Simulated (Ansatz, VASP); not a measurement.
# Cross-check of AlSiPb between VASP and Ansatz, part 2 of 2

One calculation is typed for both programs; each brings its own data sets. How far apart do they land? The cell is generated by rule, not measured, and may not be a known phase. The cell is taken from a series of runs on this material, whose earlier steps may have relaxed, scaled, displaced or heated it; both programs get it as it stands.

VASP 6.6.1 and Ansatz 0.2.0.

So far: Starting point; VASP: zone-centre phonons, PBEsol.

### Step 2. VASP: zone-centre phonons, PBEsol (continued)

Level of this step: PBEsol; plane waves and PAW (Pb_d, Al, Si); invented cell (VASP).

Numbers of over 12 decimals in the logs are rounded to 6 here.

OUTCAR, selected parts (step 2):

```text
ion  position               nearest neighbor table
   1  0.000  0.000  0.500-   3 3.10   4 3.10   3 3.10   4 3.10   3 3.10   4 3.10   5 3.47   6 3.47
                             5 3.47   6 3.47   5 3.47   6 3.47
   2  0.000  0.000  0.000-   5 3.13   6 3.13   5 3.13   6 3.13   5 3.13   6 3.13   3 3.50   4 3.50
                             3 3.50   4 3.50   3 3.50   4 3.50
   3  0.333  0.667  0.717-   5 2.48   5 2.48   5 2.48   1 3.10   1 3.10   1 3.10   2 3.50   2 3.50
                             2 3.50
   4  0.333  0.667  0.283-   6 2.48   6 2.48   6 2.48   1 3.10   1 3.10   1 3.10   2 3.50   2 3.50
                             2 3.50
   5  0.667  0.333  0.778-   3 2.48   3 2.48   3 2.48   2 3.13   2 3.13   2 3.13   1 3.47   1 3.47
                             1 3.47
   6  0.667  0.333  0.222-   4 2.48   4 2.48   4 2.48   2 3.13   2 3.13   2 3.13   1 3.47   1 3.47
                             1 3.47

  LATTYP: Found a hexagonal cell.
 ALAT       =     4.1915084069
 C/A-ratio  =     2.1281235914

 Subroutine GETGRP returns: Found 12 space group operations
 (whereof 12 operations were pure point group operations)

The static configuration has the point symmetry D_3h.

 Found     36 irreducible k-points:

   k-points           NKPTS =     36   k-points in BZ     NKDIM =     36   number of bands    NBANDS=     27

   dimension x,y,z NGX =    32 NGY =   32 NGZ =   70
   dimension x,y,z NGXF=    64 NGYF=   64 NGZF=  140

   ENCUT  =  500.0 eV  36.75 Ry    6.06 a.u.   7.64  7.64 16.26*2*pi/ulx,y,z

   NELECT =      42.0000    total number of electrons

 k-points in reciprocal lattice and weights: Automatic mesh
   0.00000000  0.00000000  0.00000000       0.003
   0.11111111 -0.00000000  0.00000000       0.019
   0.22222222 -0.00000000  0.00000000       0.019
   0.33333333  0.00000000  0.00000000       0.019
   0.44444444 -0.00000000  0.00000000       0.019
   0.11111111  0.11111111  0.00000000       0.019
   0.22222222  0.11111111  0.00000000       0.037
   0.33333333  0.11111111  0.00000000       0.037
   0.44444444  0.11111111  0.00000000       0.019
[...]
0.33333333  0.22222222  0.50000000       0.037
   0.33333333  0.33333333  0.50000000       0.006

 average (electrostatic) potential at core
       1 -90.4081       2 -90.3843       3 -73.4027       4 -73.4027       5 -82.2550
       6 -82.2550

 Eigenvectors and eigenvalues of the dynamical matrix
 ----------------------------------------------------

   1 f  =   11.614693 THz    72.977271 2PiTHz  387.424469 cm-1    48.034491 meV
             X         Y         Z           dx          dy          dz
      0.000000  0.000000  4.460024     0.010101    0.023892   -0.000000
      0.000000  0.000000  0.000000     0.000583    0.001378    0.000000
     -0.000000  2.419969  6.394956    -0.203697   -0.481780    0.000000
     -0.000000  2.419969  2.525092    -0.203697   -0.481780    0.000000
      2.095754  1.209984  6.942051     0.185154    0.437922    0.000000
      2.095754  1.209984  1.977997     0.185154    0.437922   -0.000000

   2 f  =   11.614693 THz    72.977271 2PiTHz  387.424469 cm-1    48.034491 meV
             X         Y         Z           dx          dy          dz
      0.000000  0.000000  4.460024     0.023892   -0.010101   -0.000000
      0.000000  0.000000  0.000000     0.001378   -0.000583   -0.000000
     -0.000000  2.419969  6.394956    -0.481780    0.203697   -0.000000
     -0.000000  2.419969  2.525092    -0.481780    0.203697    0.000000
      2.095754  1.209984  6.942051     0.437922   -0.185154    0.000000
      2.095754  1.209984  1.977997     0.437922   -0.185154   -0.000000

   3 f  =   11.410509 THz    71.694339 2PiTHz  380.613595 cm-1    47.190050 meV
             X         Y         Z           dx          dy          dz
      0.000000  0.000000  4.460024     0.000000    0.000000   -0.000000
      0.000000  0.000000  0.000000    -0.000000    0.000000   -0.000000
     -0.000000  2.419969  6.394956    -0.201046   -0.475503   -0.000000
     -0.000000  2.419969  2.525092     0.201046    0.475503    0.000000
      2.095754  1.209984  6.942051     0.188170    0.445050   -0.000000
      2.095754  1.209984  1.977997    -0.188170   -0.445050    0.000000

   4 f  =   11.410509 THz    71.694339 2PiTHz  380.613595 cm-1    47.190050 meV
             X         Y         Z           dx          dy          dz
      0.000000  0.000000  4.460024    -0.000000    0.000000    0.000000
      0.000000  0.000000  0.000000    -0.000000    0.000000    0.000000
     -0.000000  2.419969  6.394956    -0.475503    0.201046   -0.000000
     -0.000000  2.419969  2.525092     0.475503   -0.201046    0.000000
      2.095754  1.209984  6.942051     0.445050   -0.188170   -0.000000
      2.095754  1.209984  1.977997    -0.445050    0.188170   -0.000000

   5 f  =    4.562333 THz    28.665984 2PiTHz  152.183049 cm-1    18.868285 meV
             X         Y         Z           dx          dy          dz
      0.000000  0.000000  4.460024     0.000000   -0.000000    0.248026
      0.000000  0.000000  0.000000    -0.000000   -0.000000    0.197872
     -0.000000  2.419969  6.394956     0.000000    0.000000   -0.668650
     -0.000000  2.419969  2.525092    -0.000000   -0.000000   -0.668650
      2.095754  1.209984  6.942051     0.000000    0.000000    0.050709
      2.095754  1.209984  1.977997    -0.000000   -0.000000    0.050709

   6 f  =    4.291452 THz    26.963987 2PiTHz  143.147426 cm-1    17.748011 meV
             X         Y         Z           dx          dy          dz
      0.000000  0.000000  4.460024     0.000000   -0.000000    0.000000
      0.000000  0.000000  0.000000    -0.000000   -0.000000    0.000000
     -0.000000  2.419969  6.394956     0.000000   -0.000000    0.130091
     -0.000000  2.419969  2.525092     0.000000    0.000000   -0.130091
      2.095754  1.209984  6.942051     0.000000   -0.000000    0.695037
      2.095754  1.209984  1.977997    -0.000000    0.000000   -0.695037

   7 f  =    4.128953 THz    25.942978 2PiTHz  137.727053 cm-1    17.075971 meV
             X         Y         Z           dx          dy          dz
      0.000000  0.000000  4.460024     0.000000   -0.000000   -0.000000
      0.000000  0.000000  0.000000    -0.000000   -0.000000   -0.000000
     -0.000000  2.419969  6.394956     0.000000   -0.000000    0.695037
     -0.000000  2.419969  2.525092    -0.000000    0.000000   -0.695037
      2.095754  1.209984  6.942051     0.000000   -0.000000   -0.130091
      2.095754  1.209984  1.977997    -0.000000    0.000000    0.130091

   8 f  =    3.249004 THz    20.414094 2PiTHz  108.375108 cm-1    13.436795 meV
             X         Y         Z           dx          dy          dz
      0.000000  0.000000  4.460024    -0.000000   -0.000000   -0.197311
      0.000000  0.000000  0.000000    -0.000000   -0.000000   -0.274702
     -0.000000  2.419969  6.394956    -0.000000    0.000000   -0.026817
     -0.000000  2.419969  2.525092     0.000000    0.000000   -0.026817
      2.095754  1.209984  6.942051    -0.000000    0.000000    0.664894
      2.095754  1.209984  1.977997     0.000000    0.000000    0.664894

   9 f  =    2.829525 THz    17.778430 2PiTHz   94.382795 cm-1    11.701970 meV
             X         Y         Z           dx          dy          dz
      0.000000  0.000000  4.460024     0.000000    0.000000    0.000000
      0.000000  0.000000  0.000000     0.000000   -0.000000   -0.000000
     -0.000000  2.419969  6.394956     0.188185    0.445044   -0.000000
     -0.000000  2.419969  2.525092    -0.188185   -0.445044    0.000000
      2.095754  1.209984  6.942051     0.201062    0.475496    0.000000
      2.095754  1.209984  1.977997    -0.201062   -0.475496   -0.000000

  10 f  =    2.829525 THz    17.778430 2PiTHz   94.382795 cm-1    11.701970 meV
             X         Y         Z           dx          dy          dz
      0.000000  0.000000  4.460024    -0.000000    0.000000    0.000000
      0.000000  0.000000  0.000000    -0.000000    0.000000   -0.000000
     -0.000000  2.419969  6.394956    -0.445044    0.188185    0.000000
     -0.000000  2.419969  2.525092     0.445044   -0.188185   -0.000000
      2.095754  1.209984  6.942051    -0.475496    0.201062   -0.000000
      2.095754  1.209984  1.977997     0.475496   -0.201062   -0.000000

  11 f  =    2.084670 THz    13.098371 2PiTHz   69.537122 cm-1     8.621500 meV
             X         Y         Z           dx          dy          dz
      0.000000  0.000000  4.460024    -0.000000    0.000000   -0.710878
      0.000000  0.000000  0.000000    -0.000000    0.000000    0.700325
     -0.000000  2.419969  6.394956     0.000000    0.000000   -0.025328
     -0.000000  2.419969  2.525092     0.000000   -0.000000   -0.025328
      2.095754  1.209984  6.942051     0.000000    0.000000    0.038170
      2.095754  1.209984  1.977997     0.000000   -0.000000    0.038170

  12 f  =    1.825053 THz    11.467149 2PiTHz   60.877232 cm-1     7.547811 meV
             X         Y         Z           dx          dy          dz
      0.000000  0.000000  4.460024    -0.104016   -0.246184    0.000000
      0.000000  0.000000  0.000000    -0.149935   -0.354863    0.000000
     -0.000000  2.419969  6.394956     0.161966    0.383340    0.000000
     -0.000000  2.419969  2.525092     0.161966    0.383340    0.000000
      2.095754  1.209984  6.942051     0.181261    0.429005    0.000000
      2.095754  1.209984  1.977997     0.181261    0.429005    0.000000

  13 f  =    1.825053 THz    11.467149 2PiTHz   60.877232 cm-1     7.547811 meV
             X         Y         Z           dx          dy          dz
      0.000000  0.000000  4.460024    -0.246184    0.104016    0.000000
      0.000000  0.000000  0.000000    -0.354863    0.149935   -0.000000
     -0.000000  2.419969  6.394956     0.383340   -0.161966   -0.000000
     -0.000000  2.419969  2.525092     0.383340   -0.161966   -0.000000
      2.095754  1.209984  6.942051     0.429005   -0.181261   -0.000000
      2.095754  1.209984  1.977997     0.429005   -0.181261   -0.000000
    [... 43 further lines ...]
      2.095754  1.209984  6.942051     0.076500   -0.221277    0.000000
      2.095754  1.209984  1.977997     0.076500   -0.221277    0.000000

 ELASTIC MODULI CONTR FROM IONIC RELAXATION (kBar)
 Direction    XX          YY          ZZ          XY          YZ          ZX
 --------------------------------------------------------------------------------
 XX        -331.0120    144.8780      9.0214     -0.0000      0.0000      0.0000
 YY         144.8780   -331.0120      9.0214     -0.0000     -0.0000     -0.0000
 ZZ           9.0214      9.0214     -2.6335      0.0000     -0.0000     -0.0000
 XY          -0.0000     -0.0000      0.0000   -237.9450      0.0000     -0.0000
 YZ           0.0000     -0.0000     -0.0000      0.0000    -18.6371     -0.0000
 ZX           0.0000     -0.0000     -0.0000     -0.0000     -0.0000    -20.3499
 --------------------------------------------------------------------------------
```

Energies printed during the response cycles are not total energies of the cell.

### Step 3. Ansatz: zone-centre phonons, PBEsol

Ansatz runs on its default PAW (the set named soft_2) files.

The same cell, functional, mesh and smearing now go to Ansatz, which takes its cutoff from its data sets.

Input file input.yaml:

```yaml
crystal:
  lattice:
    - [4.1915084069, 0.0, 0.0]
    - [-2.0957542034, 3.6299527606, 0.0]
    - [0.0, 0.0, 8.9200479244]
  atoms:
    - { symbol: Pb, position: [0.0, 0.0, 0.5] }
    - { symbol: Pb, position: [0.0, 0.0, 0.0] }
    - { symbol: Al, position: [0.3333333333, 0.6666666667, 0.7169194235] }
    - { symbol: Al, position: [0.3333333333, 0.6666666667, 0.2830805765] }
    - { symbol: Si, position: [0.6666666667, 0.3333333333, 0.778252641] }
    - { symbol: Si, position: [0.6666666667, 0.3333333333, 0.221747359] }
kpoints:
  mp_grid: { grid: [9, 9, 4] }
hamiltonian:
  xc: pbesol
scf:
  occupations: { method: methfessel_paxton, width: 0.15 }
output:
  eigenvalues: true
phonons:
  method: dfpt
```

Launch:

```sh
> ansatz run input.yaml --threads 8 --pin off --max-ram 14336MiB --backend cpu --events-out ev --progress --plain --runs-dir out
```

The log of the run:

```text
Engine: ansatz 0.2.0, aarch64-unknown-linux-gnu
Pseudopotentials: kind: paw
Pseudopotential: Pb, paw, valence charge 14, recommended cutoff 420 eV (normal), Pb.paw.azcp
Pseudopotential: Al, paw, valence charge 3, recommended cutoff 420 eV (normal), Al.paw.azcp
Pseudopotential: Si, paw, valence charge 4, recommended cutoff 420 eV (normal), Si.paw.azcp
Functional definition: PBEsol
  exchange = pbesol_x
  correlation = pbesol_c
Crystal: 6 atoms, lattice volume = 135.718 Å³
Basis set: ecut = 420 eV, 2603 PW (Γ), exchange–correlation on 60×60×120 points (8 copies of the dense FFT grid, shifted against one another)
Bands: 27, of which v1, the nominal top of the filled ones, is band 21 counted from 1 (20 counted from 0)
Symmetry: 12 space group operations
k-points: 95 of 324 (irreducible under 2 space group operations, time reversal used)
Non-local potential: Pb, projectors of the file, l = 0: 2, l = 1: 2, l = 2: 2, l = 3: 2
Non-local potential: Al, projectors of the file, l = 0: 2, l = 1: 2, l = 2: 1
Non-local potential: Si, projectors of the file, l = 0: 2, l = 1: 2, l = 2: 2
PAW form: soft (Blöchl's): semilocal exchange-correlation on the pseudo side does not see the compensation charge
PAW frozen core: Pb, regenerated for the run's functional, and the local potential with it (the file was generated under x = pbe(κ = 0.804, μ = 0.219515), c = pbe(β = 0.066725))
PAW frozen core: Al, regenerated for the run's functional, and the local potential with it (the file was generated under x = pbe(κ = 0.804, μ = 0.219515), c = pbe(β = 0.066725))
PAW frozen core: Si, regenerated for the run's functional, and the local potential with it (the file was generated under x = pbe(κ = 0.804, μ = 0.219515), c = pbe(β = 0.066725))
PAW one-centre angular grid: Pb, 590 points (default); XC on 64 Gauss nodes
PAW one-centre angular grid: Al, 110 points (default); XC on 64 Gauss nodes
PAW one-centre angular grid: Si, 110 points (default); XC on 64 Gauss nodes
Initial density: superposition of atomic densities (neutral atoms: chi_scale 0, normalization atom), corrected by the library's trained network
Initial wavefunctions: pseudopotential atomic-orbital guess
Functional: x = pbesol(κ = 0.804, μ = 0.123457), c = pbesol(β = 0.046)
SCF iter   1: F=—  HF=-25800.496202 eV  |F-HF|=—  |Δ(HF+E_count)|=         —  Δρ=2.69e-3  dr2=2.36e-2  ethr=1.77e-3  ⟨swp⟩=7.3  Hψ=13541  notcnv=0
preconditioner: auto → Kerker (q_TF=auto, 2.244 Å⁻¹)  [metal: Δε(μ)=0.013 eV  Ē_g=12.589 eV  σ=0.150 eV  W_gap=0.07  n_scr=36 (ndim 8)  ℏωp=20.7 eV  f_vac=0.000  D(μ)=2.40/eV (n_scr^D=10)]
SCF iter   2: F=—  HF=-25800.490415 eV  |F-HF|=—  |Δ(HF+E_count)|=   5.79e-3  S|Δr|=    0.00e0  Δρ=1.70e-3  dr2=8.66e-3  ethr=5.63e-5  ⟨swp⟩=1.2  Hψ=3394  notcnv=0
SCF iter   3: F=—  HF=-25800.488534 eV  |F-HF|=—  |Δ(HF+E_count)|=   1.88e-3  S|Δr|=    0.00e0  Δρ=4.29e-4  dr2=3.49e-4  ethr=2.06e-5  ⟨swp⟩=2.1  Hψ=3358  notcnv=0
SCF iter   4: F=—  HF=-25800.488487 eV  |F-HF|=—  |Δ(HF+E_count)|=   4.67e-5  S|Δr|=    0.00e0  Δρ=1.91e-4  dr2=1.02e-4  ethr=8.32e-7  ⟨swp⟩=2.8  Hψ=4505  notcnv=0
SCF iter   5: F=—  HF=-25800.488476 eV  |F-HF|=—  |Δ(HF+E_count)|=   1.12e-5  S|Δr|=    0.00e0  Δρ=5.69e-5  dr2=5.99e-6  ethr=2.44e-7  ⟨swp⟩=2.8  Hψ=4533  notcnv=0
SCF iter   6: F=—  HF=-25800.488475 eV  |F-HF|=—  |Δ(HF+E_count)|=   7.14e-7  S|Δr|=    0.00e0  Δρ=1.35e-5  dr2=3.78e-7  ethr=1.43e-8  ⟨swp⟩=2.8  Hψ=4676  notcnv=0
SCF iter   7: F=—  HF=-25800.488476 eV  |F-HF|=—  |Δ(HF+E_count)|=   1.28e-6  S|Δr|=    0.00e0  Δρ=4.55e-6  dr2=2.15e-8  ethr=8.99e-10  ⟨swp⟩=2.0  Hψ=4468  notcnv=0
SCF iter   8: F=—  HF=-25800.488476 eV  |F-HF|=—  |Δ(HF+E_count)|=   3.13e-9  S|Δr|=    0.00e0  Δρ=7.17e-7  dr2=9.87e-10  ethr=5.12e-11  ⟨swp⟩=2.3  Hψ=4065  notcnv=0
SCF iter   9: F=—  HF=-25800.488476 eV  |F-HF|=—  |Δ(HF+E_count)|=  1.42e-10  S|Δr|=    0.00e0  Δρ=1.82e-7  dr2=9.21e-11  ethr=2.35e-12  ⟨swp⟩=2.0  Hψ=3821  notcnv=0
SCF iter  10: F=-25800.488476 eV  HF=-25800.488476 eV  |F-HF|=3.64e-12  |Δ(HF+E_count)|=  1.09e-11  S|Δr|=    0.00e0  Δρ=5.88e-8  dr2=7.74e-12  ethr=1.00e-12  ⟨swp⟩=9.3  Hψ=13308  notcnv=0
SCF 1 converged in 10 iterations: F = -25800.488476 eV  dr2 = 7.74e-12
  greatest PAW one-centre occupation: 0.979 electrons in one spin orbital (limit 2), on the Pb atom at site 1 (counted from 0), in its partial waves of l = 2
DFPT response loops at Γ: preconditioner auto → Kerker (q_TF=auto, 2.244 Å⁻¹) (partly filled bands, converged f_vac=0.000); β = 1.00, the filter's whole step (`scf.mixing.beta` (0.50) is not read by the response loops under this deck's `scf.mixing.preconditioner`; to damp them name `kerker` or `kerker_dos`, under which they read `scf.mixing.beta`, and type it under 1.00, their step now; both keys bind the ground state too); Broyden in place of MSR1
SCF converged after 10 iterations
Stability not checked: this state was not tested for a lower state beside it, because cold or Methfessel-Paxton smearing, or corrected tetrahedra, fill the levels in a way that the test cannot read (fill_not_monotonic; see scf.lower_state_search)
Free energy (F): -25800.488476 eV
Harris-Foulkes:  -25800.488476 eV  (|F-HF|=3.64e-12)
Internal energy: -25800.485881 eV  (E = F + TS)
E sigma→0 (E₀):  -25800.487828 eV
Entropy (-TS):   -0.002596 eV (-0.433 meV/atom)
Fermi energy:    8.667337 eV
--- Per-component energies (eV) ---
  E_band       = -85.036022
  E_kinetic    = 700.580361
  E_local      = -2511.121691  (includes V_loc(G=0)·N_el)
  E_nonlocal   = 777.441330
  E_hartree    = 1022.985900
  E_xc         = -624.987099
  E_vxc        = -415.788940  (∫ρ·V_xc dr)
  E_paw        = -22418.003731  (= ΣΔE_a)
  E_vpaw       = -682.118890  (= ΣTr[D̂ρ^β])
  E_aug_tail   = 0.000101  (compensation charges beyond the density's cutoff)
  E_ewald      = -2747.606684
  E_core_change = 0.225633  (= ΣΔE_core)
  E_smearing   = -0.002596  (= −TS)
  E_closure    = -0.000000  (closes the sum)
  Σ components = -25800.488476   (vs F -25800.488476, Δ=0.00e0)
--- Band table (eV; the first three rows and the last of 95) ---
  k-point 0: bands = [... 17 lower, 7.9330, 7.9330, 9.0719, 9.0719, 9.1998, 9.9244, 10.3793, 10.9135, ... 2 higher]
  k-point 1: bands = [... 17 lower, 7.9012, 7.9012, 8.6630, 9.1955, 9.1955, 9.9301, 10.2373, 10.2373, ... 2 higher]
  k-point 2: bands = [... 17 lower, 7.7504, 7.8547, 7.8547, 9.4814, 9.4814, 9.7017, 9.7017, 10.0628, ... 2 higher]
  k-point 94: bands = [... 17 lower, 4.7031, 7.0925, 7.1206, 8.0207, 8.5532, 9.9010, 10.0120, 11.2851, ... 2 higher]
--- Phonons (Γ-DFPT): 8 representative perturbations + reference, on 95 of 324 k-points (Σ response iterations 24) ---
  k mesh reduced under 2 symmetry operations, with k and −k counted as one. Each operation leaves every solved perturbation unchanged. A smaller set is not used because it would not reduce the number of displacements times k-points to solve
  ASR residual: 6.544e-5 → 0.000e0 eV/Å²; symmetrization residual: 1.033e-5 eV/Å²
  ASR residual per site (eV/Å²): 6.54e-5 6.28e-5 1.70e-5 1.70e-5 4.32e-6 4.32e-6
  Γ frequencies (cm⁻¹): 0.00 0.00 0.00 39.90 39.90 60.48 60.48 69.05 94.21 94.21 108.18 137.93 143.02 151.96 379.36 379.36 386.64 386.64
  non-analytic LO–TO correction: not included (Born effective charges unavailable; polar crystals: no LO–TO splitting at Γ)
```

### Step 4. Differences

Known differences besides the potentials themselves: the cutoff is 420 eV in Ansatz and 500 eV in VASP; Ansatz makes its cores anew for this functional, VASP keeps those of its PBE data sets. Total energies have different zeros and are not compared.

Both answers:

| quantity | Ansatz | VASP | difference |
| --- | --- | --- | --- |
| optical mode 1 to 2 (cm⁻¹) | 39.9 | 40.4 | -0.5 |
| optical mode 3 to 4 (cm⁻¹) | 60.5 | 60.9 | -0.65 % |
| optical mode 5 (cm⁻¹) | 69.0 | 69.5 | -0.70 % |
| optical mode 6 to 7 (cm⁻¹) | 94.2 | 94.4 | -0.18 % |
| optical mode 8 (cm⁻¹) | 108.2 | 108.4 | -0.18 % |
| optical mode 9 (cm⁻¹) | 137.9 | 137.7 | +0.15 % |
| optical mode 10 (cm⁻¹) | 143.0 | 143.1 | -0.09 % |
| optical mode 11 (cm⁻¹) | 152.0 | 152.2 | -0.15 % |
| optical mode 12 to 13 (cm⁻¹) | 379.4 | 380.6 | -0.33 % |
| optical mode 14 to 15 (cm⁻¹) | 386.6 | 387.4 | -0.20 % |

Modes are paired by rising frequency, not by their patterns, so a pair may set unlike modes beside each other; they are those without the splitting of longitudinal modes.

### Step 5. Outcome

| Item | Value |
| --- | --- |
| r.m.s. difference of the optical zone-centre modes, each program's sorted by frequency (zone-centre phonons, PBEsol) | 0.61 cm⁻¹ |
| difference in optical mode 5 (zone-centre phonons, PBEsol) | -0.7 % |

In words: The r.m.s. difference of the optical zone-centre modes, each program's sorted by frequency is 0.61 cm⁻¹ (zone-centre phonons, PBEsol). Among the rows given in per cent, the largest difference of the zone-centre phonons, PBEsol pair is in optical mode 5, -0.7 %. How closely two codes agree says nothing of how well the functional describes the real material.

[Lines on the potential files, build, host, timing and source positions are cut from VASP's logs without a mark.]

[Logs are printed without paths, hosts, clocks, repeated set-up lines and the standing remarks that a program may print on its own settings, such as how far it seeks lower states.]

[Hosts, paths, dates, database ids (printed as entryN), source tags and the programs' standing remarks are cut or masked in the printed files.]
